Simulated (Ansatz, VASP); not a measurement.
# Ta2CF2 in two plane-wave programs

Wanted: the spread between two codes on one cell, functional and k mesh. Of the first pair: The structure shown is the start of the Ansatz relaxation below; VASP solves that cell, so the two are compared at the walk's first step.

Calculated with Ansatz 0.2.0; plane waves, with VASP 6.6.1 beside it; single point at PBE.

### Step 1. The starting structure

The cell holds 10 atoms: 2 C, 4 Ta and 4 F. Its edges and angles: a = 3.206 Å, b = 5.553 Å, c = 33.200 Å, α = 90.0°, β = 90.0°, γ = 90.0°. It derives from Ta2CF2. Vacuum lies along c.

As a file:

```cif
data_structure
_symmetry_space_group_name_H-M 'P 1'
_symmetry_Int_Tables_number 1
_cell_length_a 3.2058
_cell_length_b 5.5526
_cell_length_c 33.2000
_cell_angle_alpha 90.000
_cell_angle_beta 90.000
_cell_angle_gamma 90.000
_cell_volume 590.97
loop_
_atom_site_label
_atom_site_type_symbol
_atom_site_fract_x
_atom_site_fract_y
_atom_site_fract_z
_atom_site_occupancy
C1 C 0.50000 0.49547 0.29706 1
C2 C 0.00000 0.00453 0.30535 1
Ta3 Ta 0.00000 0.34715 0.33357 1
Ta4 Ta 0.50000 0.81951 0.33442 1
Ta5 Ta 0.50000 0.15285 0.26884 1
Ta6 Ta 0.00000 0.68049 0.26799 1
F7 F 0.50000 0.16753 0.37412 1
F8 F 0.00000 0.66580 0.37824 1
F9 F 0.00000 0.33247 0.22829 1
F10 F 0.50000 0.83420 0.22417 1
```

### Step 2. Ansatz: relaxation, PBE

Ansatz runs on its PAW soft_1 files.

The two programs are compared at the cell with which this relaxation starts, whose forces are those of its first step.

input.yaml

```yaml
crystal:
  lattice:
    - [3.2057835833, 0.0, 0.0]
    - [0.0, 5.5525800443, 0.0]
    - [0.0, 0.0, 33.2]
  atoms:
    - { symbol: C, position: [0.5, 0.4954697166, 0.2970565784] }
    - { symbol: C, position: [0.0, 0.0045302834, 0.3053530601] }
    - { symbol: Ta, position: [0.0, 0.3471544142, 0.3335673471] }
    - { symbol: Ta, position: [0.5, 0.8195122525, 0.3344196904] }
    - { symbol: Ta, position: [0.5, 0.1528455858, 0.2688422914] }
    - { symbol: Ta, position: [1.0, 0.6804877475, 0.2679899481] }
    - { symbol: F, position: [0.5, 0.1675296218, 0.3741199987] }
    - { symbol: F, position: [1.0, 0.6658037115, 0.3782444239] }
    - { symbol: F, position: [0.0, 0.3324703782, 0.2282896398] }
    - { symbol: F, position: [0.5, 0.8341962885, 0.2241652146] }
  periodic: [true, true, false]
kpoints:
  mp_grid: { grid: [12, 6, 1] }
hamiltonian:
  xc: pbe
  pseudopotentials: { kind: paw, azcp: { folder: soft_1 } }
scf:
  occupations: { method: methfessel_paxton, width: 0.2 }
output:
  forces: true
  stress: true
  eigenvalues: true
  write_density: true
  write_potential: true
  elf: true
  volumetric_format: npy
relax:
  adjacent_minimum: "off"
  f_tol: 0.002
  max_steps: 120
  cell: { stress_2d_tol: 0.005 }
```

Started as:

```bash
$ ansatz run input.yaml --threads 4 --pin off --max-ram 16384MiB --backend cpu --events-out ev --progress --plain --runs-dir out
```

Numbers of over 12 decimals in the logs are rounded to 6 here.

What it wrote:

```text
Engine: ansatz 0.2.0, aarch64-unknown-linux-gnu
Pseudopotentials: kind: paw
Pseudopotential: C, paw, valence charge 4, recommended cutoff 420 eV (normal), soft_1/C.paw.azcp
Pseudopotential: Ta, paw, valence charge 13, recommended cutoff 420 eV (normal), soft_1/Ta.paw.azcp
Pseudopotential: F, paw, valence charge 7, recommended cutoff 420 eV (normal), soft_1/F.paw.azcp
Functional definition: PBE
  parameter kappa = 0.804
  parameter beta = 0.066725
  exchange = pbe_x(kappa = kappa, mu = beta*pi^2/3)
  correlation = pbe_c(beta = beta)
Crystal: 10 atoms, lattice volume = 590.972 Å³
Basis set: ecut = 420 eV, 11619 PW (Γ), exchange–correlation on 48×80×450 points (8 copies of the dense FFT grid, shifted against one another)
Bands: 54, of which v1, the nominal top of the filled ones, is band 44 counted from 1 (43 counted from 0)
Symmetry: 4 space group operations
Space group: P21/m (ITA 11), of the structure as read, at distance tolerance 8.4e-5 Å
k-points: 28 of 72
Non-local potential: C, projectors of the file, l = 0: 2, l = 1: 2, l = 2: 1
Non-local potential: Ta, projectors of the file, l = 0: 3, l = 1: 2, l = 2: 2, l = 3: 1
Non-local potential: F, projectors of the file, l = 0: 2, l = 1: 2, l = 2: 1
PAW form: soft (Blöchl's): semilocal exchange-correlation on the pseudo side does not see the compensation charge
PAW one-centre angular grid: C, 110 points (default); XC on 64 Gauss nodes
PAW one-centre angular grid: Ta, 590 points (default); XC on 64 Gauss nodes
PAW one-centre angular grid: F, 110 points (default); XC on 64 Gauss nodes
Initial density: superposition of atomic densities (neutral atoms: chi_scale 0, normalization atom)
Initial wavefunctions: pseudopotential atomic-orbital guess
Functional: x = pbe(κ = 0.804, μ = 0.219515), c = pbe(β = 0.066725)
SCF iter   1: F=—  HF=-43481.901145 eV  |F-HF|=—  |Δ(HF+E_count)|=         —  Δρ=5.76e-2  dr2=3.36e1  ethr=3.10e-3  ⟨swp⟩=10.7  Hψ=9827  notcnv=0
preconditioner: auto → LDOS  [metal: Δε(μ)=0.028 eV  Ē_g=9.494 eV  σ=0.200 eV  W_gap=0.12  n_scr=60 (ndim 8)  ℏωp=10.6 eV  f_vac=0.767  D(μ)=3.28/eV (n_scr^D=10)  β→1.0]
SCF iter   2: F=—  HF=-43477.812897 eV  |F-HF|=—  |Δ(HF+E_count)|=    4.09e0  S|Δr|=    0.00e0  Δρ=5.62e-2  dr2=1.87e1  ethr=3.10e-3  ⟨swp⟩=7.1  Hψ=5713  notcnv=0  defer=86
SCF iter   3: F=—  HF=-43472.979653 eV  |F-HF|=—  |Δ(HF+E_count)|=    4.83e0  S|Δr|=    0.00e0  Δρ=9.11e-3  dr2=4.09e-1  ethr=3.10e-3  ⟨swp⟩=5.4  Hψ=4884  notcnv=0  defer=60
SCF iter   4: F=—  HF=-43472.869548 eV  |F-HF|=—  |Δ(HF+E_count)|=   1.10e-1  S|Δr|=    0.00e0  Δρ=2.04e-3  dr2=2.92e-2  ethr=4.64e-4  ⟨swp⟩=3.1  Hψ=3403  notcnv=0  defer=63
SCF iter   5: F=—  HF=-43472.873539 eV  |F-HF|=—  |Δ(HF+E_count)|=   3.99e-3  S|Δr|=    0.00e0  Δρ=5.99e-4  dr2=2.05e-3  ethr=3.31e-5  ⟨swp⟩=3.1  Hψ=3230  notcnv=0  defer=63
SCF iter   6: F=—  HF=-43472.873545 eV  |F-HF|=—  |Δ(HF+E_count)|=   6.00e-6  S|Δr|=    0.00e0  Δρ=2.05e-4  dr2=1.24e-4  ethr=2.33e-6  ⟨swp⟩=3.6  Hψ=3260  notcnv=0  defer=63
SCF iter   7: F=—  HF=-43472.873715 eV  |F-HF|=—  |Δ(HF+E_count)|=   1.69e-4  S|Δr|=    0.00e0  Δρ=5.17e-5  dr2=1.59e-5  ethr=1.41e-7  ⟨swp⟩=3.5  Hψ=3315  notcnv=0  defer=63
SCF iter   8: F=—  HF=-43472.873522 eV  |F-HF|=—  |Δ(HF+E_count)|=   1.93e-4  S|Δr|=    0.00e0  Δρ=1.50e-5  dr2=1.29e-6  ethr=1.80e-8  ⟨swp⟩=3.9  Hψ=3618  notcnv=0  defer=63
iter 9 did not close the SCF: its close was put off until two iterations running show no level that it waits for move by more than its bar (scf_convergence_deferred on its scf_iter line)
SCF iter   9: F=-43472.873524 eV  HF=-43472.873524 eV  |F-HF|=3.80e-7  |Δ(HF+E_count)|=   1.69e-6  S|Δr|=    0.00e0  Δρ=3.74e-6  dr2=8.03e-8  ethr=1.14e-10  ⟨swp⟩=32.0  Hψ=22956  notcnv=0
iter 10 did not close the SCF: its close was put off until two iterations running show no level that it waits for move by more than its bar (scf_convergence_deferred on its scf_iter line)
SCF iter  10: F=-43472.873524 eV  HF=-43472.873524 eV  |F-HF|=7.49e-8  |Δ(HF+E_count)|=   3.37e-7  S|Δr|=    0.00e0  Δρ=1.11e-6  dr2=5.53e-9  ethr=9.12e-11  ⟨swp⟩=13.9  Hψ=15538  notcnv=0
SCF iter  11: F=-43472.873524 eV  HF=-43472.873524 eV  |F-HF|=6.90e-9  |Δ(HF+E_count)|=   7.01e-8  S|Δr|=    0.00e0  Δρ=3.79e-7  dr2=6.05e-10  ethr=6.28e-12  ⟨swp⟩=12.3  Hψ=14434  notcnv=0
SCF 1 converged in 11 iterations: F = -43472.873524 eV  dr2 = 6.05e-10
  greatest PAW one-centre occupation: 0.999 electrons in one spin orbital (limit 2), on the Ta atom at site 5 (counted from 0), in its partial waves of l = 0
relax step   1: F+E_penalty+E_count = -43472.87352410 eV  Δ(F+E_penalty+E_count) = +0.000e0 eV  max|allowed force component| = 4.490e-1 eV/Å  Δτ_max = 0.0000 Å  P = -0.751 N/m  Ω = 590.972 Å³  fix = [c, alpha, beta]  reactions: c +0.000 N/m; alpha +0.000 N/m/rad  (11 SCF iters, dr2 threshold 1.00e-7 eV, accepted)
Crystal: 10 atoms, lattice volume = 579.073 Å³
[...]
SCF 17 converged in 7 iterations: F = -43472.907535 eV  dr2 = 5.12e-14
relax step  17: F+E_penalty+E_count = -43472.90753519 eV  Δ(F+E_penalty+E_count) = +1.521e-4 eV  max|allowed force component| = 8.564e-4 eV/Å  Δτ_max = 0.0000 Å  P = -0.004 N/m  Ω = 577.205 Å³  fix = [c, alpha, beta]  reactions: c +0.000 N/m; alpha -0.000 N/m/rad  stress off target by 3.79e-3 N/m on what of the cell is left free  SCF on the basis re-selected at this cell (its energy is not comparable with the rows above)  (7 SCF iters)
basis re-selected at this cell: Δ(F+E_penalty+E_count) = +1.521e-4 eV, ΔP = -0.001 N/m vs the last step (what re-selecting the basis moved, of the pressure what is left beyond the Pulay correction that the steps carried, after the strain that the cell walked since its last selection, with what the two solves' SCF thresholds leave and, on support functions, any second-order correction that the steps lacked; it is no m [...]
WARN: The output density's exchange-correlation potential varies sharply where the density is thin. Do not read a vacuum level from v_tot or v_xc, or from such a field of the output density. On a cell that repeats whose density bears no net charge and no dipole along the vacuum's axis use v_es (v_loc + v_h of the components); under efield.dipole_correction with no amplitude use v_es + v_field, which holds any externa [...]
SCF converged after 7 iterations
Stability not checked: this state was not tested for a lower state beside it, because cold or Methfessel-Paxton smearing, or corrected tetrahedra, fill the levels in a way that the test cannot read (fill_not_monotonic; see scf.lower_state_search)
Free energy (F): -43472.907535 eV
Harris-Foulkes:  -43472.907535 eV  (|F-HF|=1.82e-10)
Internal energy: -43472.904089 eV  (E = F + TS)
E sigma→0 (E₀):  -43472.906674 eV
Entropy (-TS):   -0.003446 eV (-0.345 meV/atom)
Fermi energy:    -4.040945 eV
Step filling:    the computed levels leave a gap of 0.0467 eV = 0.2 smearing widths at the electron count; against every level under it full and every level over it empty, smearing changes F+E_penalty+E_count by -1.166 meV and its σ→0 estimate by -0.305 meV
--- Per-component energies (eV) ---
  E_band       = -2285.959658
  E_kinetic    = 2543.414571
  E_local      = -258786.470027  (includes V_loc(G=0)·N_el)
  E_nonlocal   = 351.200503
  E_hartree    = 127886.064889
  E_xc         = -1689.423247
  E_vxc        = -1448.828758  (∫ρ·V_xc dr)
  E_paw        = -34237.511882  (= ΣΔE_a)
  E_vpaw       = -717.409009  (= ΣTr[D̂ρ^β])
  E_aug_tail   = 0.003294  (compensation charges beyond the density's cutoff)
  E_ewald      = 120459.817809
  E_smearing   = -0.003446  (= −TS)
  E_closure    = 0.000000  (closes the sum)
  Σ components = -43472.907535   (vs F -43472.907535, Δ=0.00e0)
--- Forces (eV/Å), atoms counted from 1 ---
  atom   1  C      0.00000000     0.00085639     0.00083176
  atom   2  C      0.00000000    -0.00085639    -0.00083176
  atom   3  Ta     0.00000000     0.00067090    -0.00003291
  atom   4  Ta     0.00000000    -0.00068895    -0.00065279
  atom   5  Ta     0.00000000    -0.00067090     0.00003291
  atom   6  Ta     0.00000000     0.00068895     0.00065279
  atom   7  F      0.00000000    -0.00011125    -0.00027846
  atom   8  F      0.00000000     0.00009165     0.00008652
  atom   9  F      0.00000000     0.00011125     0.00027846
  atom  10  F      0.00000000    -0.00009165    -0.00008652
  max |Σ_I F_I| component: 1.36e-20 eV/Å
--- 2D stress c σ (N/m, compression-positive) ---
       -0.003790       0.000000       0.000000
        0.000000      -0.003488       0.000000
        0.000000       0.000000      -0.000000
  P = ½ c Tr σ = -0.0036 N/m
--- Band table (eV; the first three rows and the last of 28) ---
  k-point 0: bands = [... 40 lower, -7.8754, -5.4837, -5.3361, -4.8107, -3.3284, -2.9106, -2.7714, -2.6260, ... 6 higher]
  k-point 1: bands = [... 40 lower, -7.8049, -5.6249, -5.3523, -4.7916, -3.5022, -3.0069, -2.8386, -2.8051, ... 6 higher]
  k-point 2: bands = [... 40 lower, -7.5775, -6.1718, -4.9648, -4.7366, -4.1410, -3.4903, -3.0170, -2.8039, ... 6 higher]
  k-point 27: bands = [... 40 lower, -7.7324, -7.7324, -2.8910, -2.8910, -2.1407, -2.1407, -1.9792, -1.9792, ... 6 higher]
  ° read free of the cell's end (the report's vacuum.weakly_bound_levels)
--- Relaxed structure (15 steps of the walk, 12 accepted, 2 SCFs on fresh bases) ---
  F+E_penalty+E_count = -43472.90753519 eV   max|allowed force component| = 8.564e-4 eV/Å   (the final SCF, on the basis selected at the relaxed cell)
  cell:  # Å, volume = 577.2046 Å³
    - [3.164910, 0.0, 0.0]
    - [0.0, 5.493263, 0]
    - [0.0, 0, 33.2]
  atoms:
    - { symbol: C, position: [0.5, 0.495094, 0.295721] }
    - { symbol: C, position: [0, 0.00490634, 0.306688] }
    - { symbol: Ta, position: [0, 0.354174, 0.334307] }
    - { symbol: Ta, position: [0.5, 0.813332, 0.335873] }
    - { symbol: Ta, position: [0.5, 0.145826, 0.268102] }
    - { symbol: Ta, position: [1.0, 0.686668, 0.266537] }
    - { symbol: F, position: [0.5, 0.171738, 0.374572] }
    - { symbol: F, position: [1.0, 0.668719, 0.380630] }
    - { symbol: F, position: [0, 0.328262, 0.227838] }
    - { symbol: F, position: [0.5, 0.831281, 0.221780] }
```

Reading the cycles: dr2 is the Hartree energy of the density residual (eV), the measure of convergence; HF is the Harris–Foulkes estimate of the energy, which meets the free energy F at convergence.

[end of part 1 of 2]

[Lines on the potential files, build, host, timing and source positions are cut from VASP's logs without a mark.]

[Logs are printed without paths, hosts, clocks, repeated set-up lines and the standing remarks that a program may print on its own settings, such as how far it seeks lower states.]

[Hosts, paths, dates, database ids (printed as entryN), source tags and the programs' standing remarks are cut or masked in the printed files.]
